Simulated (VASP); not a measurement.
# SbAs under changes of volume

One of the cells (27.131 Å³/atom); the others are scaled copies at fixed shape and fractional positions:

```
CELL_PARAMETERS angstrom
2.04618 1.18136 3.74121
-2.04618 1.18136 3.74121
0.00000 -2.36272 3.74121
ATOMIC_POSITIONS crystal
Sb 0.77090 0.77090 0.77090
As 0.22910 0.22910 0.22910
```

The cell is a database's computed one.

```yaml
Program: VASP 6.6.1
Functional: PBEsol
Potentials_or_basis: VASP PAW PBE potentials, release 64 (Sb, As)
Cutoff: 520 eV
k_mesh: 8 × 8 × 8
Occupations: fermi-dirac, width 0.05 eV
Spin: no spin polarisation
```

```tsv
volume (Å³/atom)	energy over the lowest point (meV/atom)	pressure (GPa)	largest force (eV/Å)
25.003	8.09	2.7	0.577
25.535	1.56	1.2	0.425
26.067	0.00	-0.2	0.284
27.131	9.83	-2.7	0.036
27.663	20.34	-3.7	0.075
28.194	?	?	?
```

Q: What does the run at 28.194 Å³/atom give?

A: Energy over the lowest point 34.06 meV/atom; pressure -4.6 GPa; largest force 0.179 eV/Å.

Worked out: A Birch-Murnaghan fit of order 3 (a polynomial in V^(-2/3)) to the other rows has its minimum at 25.98 Å³/atom with B0 = V·E''(V) = 67 GPa and B' = 4.3 at fixed shape and positions, which overstates the stiffness. It gives 34.05 meV/atom at 28.194 Å³/atom, against the run's 34.06, and -dE/dV = -4.6 GPa, against -4.6.

Energies are extrapolated to zero smearing.

Caveats: the PAW data sets were made with another functional, which shifts forces and pressure a little.
